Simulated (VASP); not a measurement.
Wanted: the native input for a VASP 6.6.1 run.

* Task: single point
* Functional: LDA
* Potentials or basis: VASP PAW LDA potentials, release 64 (Si)
* Cutoff: 520 eV
* k mesh: 21 × 21 × 10
* Occupations: gaussian, width 0.15 eV
* Spin: no spin polarisation
* Dipole correction: no
* Further INCAR settings: ALGO = Normal; EDIFF = 1e-07; NBANDS = 11

The structure of Si lies in POSCAR:

```
Si
1.0
    2.6655775094      0.0000000000      0.0000000000
   -1.3327887547      2.3084578389      0.0000000000
    0.0000000000      0.0000000000      4.5062692700
Si
2
Direct
    0.3333333333      0.6666666667      0.2500000000
    0.6666666667      0.3333333333      0.7500000000
```

This isn't the form of Si at room conditions, which is diamond.

These files were run (other wordings do the same):

INCAR

```
SYSTEM = Si
PREC = Accurate
ENCUT = 520
EDIFF = 1E-7
ISMEAR = 0
SIGMA = 0.15
LREAL = .FALSE.
LASPH = .TRUE.
NELM = 100
ALGO = Normal
ISIF = 2
LWAVE = .FALSE.
LCHARG = .FALSE.
GGA = CA
NBANDS = 11
```

KPOINTS

```
Automatic mesh
0
G
  21 21 10
  0 0 0
```

Potentials or basis: VASP PAW LDA potentials, release 64 (Si).

Launch:

```bash
$ cat potpaw_LDA.64/Si/POTCAR > POTCAR
$ mpirun -np 1 vasp_std > vasp.out
```

Results of the run:

The pressure is -0.4 GPa. The band gap on the k mesh is none (metal or under the smearing width).

It took 23 s on 1 thread of Intel(R) Xeon(R) 6975P-C (Granite Rapids) (shared host), peak memory 0.18 GiB.
